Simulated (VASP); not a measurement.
All values below come from PBE GGA, VASP's PBE PAW potentials (set 64) (plane waves; VASP).

The input files of a VASP run:

**KPOINTS**
```
Regular mesh
0
G
 8 8 8
0 0 0
```

### POSCAR
```
Si
1
    0.0000000000     2.7342071091     2.7342071091
    2.7342071091     0.0000000000     2.7342071091
    2.7342071091     2.7342071091     0.0000000000
Si
2
Direct
  0.0000000000   0.0000000000   0.0000000000
  0.2500000000   0.2500000000   0.2500000000
```

### INCAR
```
! general
SYSTEM  = Si
PREC    = Accurate
ENCUT   = 500
LREAL   = .False.
LASPH   = .True.

! electronic loop
EDIFF   = 1E-6
NELM    = 100
ALGO    = Normal

! smearing
ISMEAR  = 0
SIGMA   = 0.05

! functional
GGA     = PE

! ions
IBRION  = 2
NSW     = 40
ISIF    = 3
EDIFFG  = -0.02
PSTRESS = 50

! output
LWAVE   = .False.
LCHARG  = .False.
```

POTCAR, in this order: Si (PBE.64 set). Program: vasp_std.

### Question
What will the output report for the number of irreducible k-points (NKPTS), largest plane-wave count, number of space-group operations, FFT grid (NGX, NGY, NGZ)?

### Answer

The number of irreducible k-points (NKPTS) is 29 and the largest plane-wave count is 1056. The number of space-group operations is 48 and the FFT grid (NGX, NGY, NGZ) is 28 × 28 × 28.

The compound is Si in the diamond structure. This run relaxes it under an external pressure of 5 GPa. Symmetry was kept, so distortions that lower it aren't found.
